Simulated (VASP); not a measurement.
Method: PBE GGA with D4 dispersion, VASP's PBE PAW potentials (set 64) (plane waves; VASP 6.6.1).

Input for VASP

**INCAR**
```
GGA = PE   ! PBE
NELM = 100   ! most electronic steps
EDIFF = 1E-7   ! SCF stop (eV)
ISPIN = 2   ! spin-polarised
LASPH = .TRUE.
ENCUT = 520   ! plane-wave cut-off (eV)
LCHARG = .TRUE.
LEFG = .TRUE.
MAGMOM = 2.9 3*0.6
LREAL = .FALSE.   ! projection in real space or not
LMAXMIX = 4   ! l cut-off of mixed one-centre charges
LWAVE = .FALSE.
NEDOS = 601
PREC = Accurate
IVDW = 13   ! D4
ALGO = Normal
ISMEAR = -5   ! tetrahedra, Bloechl
LORBIT = 11   ! lm-projected
ISIF = 2
SYSTEM = Ni3Fe
```

### KPOINTS
```
Automatic mesh
0
Gamma
10 10 10
0 0 0
```

File POSCAR:
```
Ni3Fe
1
    3.5101394249     0.0000000000     0.0000000000
    0.0000000000     3.5101394249     0.0000000000
    0.0000000000     0.0000000000     3.5101394249
Fe Ni
1 3
Direct
  0.0000000000   0.0000000000   0.0000000000
  0.0000000000   0.5000000000   0.5000000000
  0.5000000000   0.0000000000   0.5000000000
  0.5000000000   0.5000000000   0.0000000000
```

POTCAR, in this order: Fe Ni (PBE.64 set). Program: vasp_std.

Problem. What will the output report for the number of irreducible k-points (NKPTS), largest plane-wave count, number of space-group operations, FFT grid (NGX, NGY, NGZ)?

Solution. 
```
Item                                          Result
--------------------------------------  ------------
number of irreducible k-points (NKPTS)            56
largest plane-wave count                        1189
number of space-group operations                  48
FFT grid (NGX, NGY, NGZ)                28 × 28 × 28
```

The compound is Ni3Fe in the L1_2 structure. It was relaxed first.
